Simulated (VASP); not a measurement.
Here is the system:

```
ZrSe2
1.0
    1.92209    -3.32916     0.00000
    1.92209     3.32916     0.00000
    0.00000     0.00000     8.07158
Zr Se
1 2
Direct
  0.00000   0.00000   0.00000
  0.33333   0.66667   0.19604
  0.66667   0.33333   0.80396
```

All values below come from RPBE GGA, VASP's PBE PAW potentials (set 64) (plane waves; VASP 6.6.1). Settings: 520 eV cut-off, Gaussian smearing of 0.050 eV, potentials Zr_sv Se.

Without a dispersion term in the relaxation, distances and binding between the weakly bound layers, chains or molecules are unreliable, and so is what depends on them.

Q: Give the energies of bands 7 to 15 at the high-symmetry points, in eV from the valence-band maximum.

A: 
```json
[
 {"band": "7", "Γ": "-3.88", "M": "-4.23", "K": "-3.26", "A": "-3.77", "L": "-4.24", "H": "-3.25"},
 {"band": "8", "Γ": "-2.42", "M": "-2.95", "K": "-3.24", "A": "-2.42", "L": "-2.99", "H": "-3.25"},
 {"band": "9", "Γ": "-2.42", "M": "-2.36", "K": "-3.24", "A": "-2.42", "L": "-2.36", "H": "-3.24"},
 {"band": "10", "Γ": "-0.81", "M": "-2.33", "K": "-1.99", "A": "-1.14", "L": "-2.33", "H": "-1.97"},
 {"band": "11", "Γ": "0.00", "M": "-1.43", "K": "-1.99", "A": "0.00", "L": "-1.33", "H": "-1.97"},
 {"band": "12", "Γ": "0.00", "M": "-1.03", "K": "-1.82", "A": "0.00", "L": "-1.02", "H": "-1.85"},
 {"band": "13", "Γ": "1.18", "M": "0.65", "K": "1.85", "A": "1.18", "L": "0.61", "H": "1.86"},
 {"band": "14", "Γ": "1.18", "M": "2.55", "K": "2.47", "A": "1.18", "L": "2.55", "H": "2.42"},
 {"band": "15", "Γ": "1.72", "M": "2.87", "K": "2.47", "A": "1.87", "L": "2.87", "H": "2.42"}
]
```

The gap is indirect, 0.61 eV, from the valence maximum at Γ to the conduction minimum at L.

The compound is ZrSe2 in the 1T layered structure. It was relaxed first, which changed the volume by +37 %.
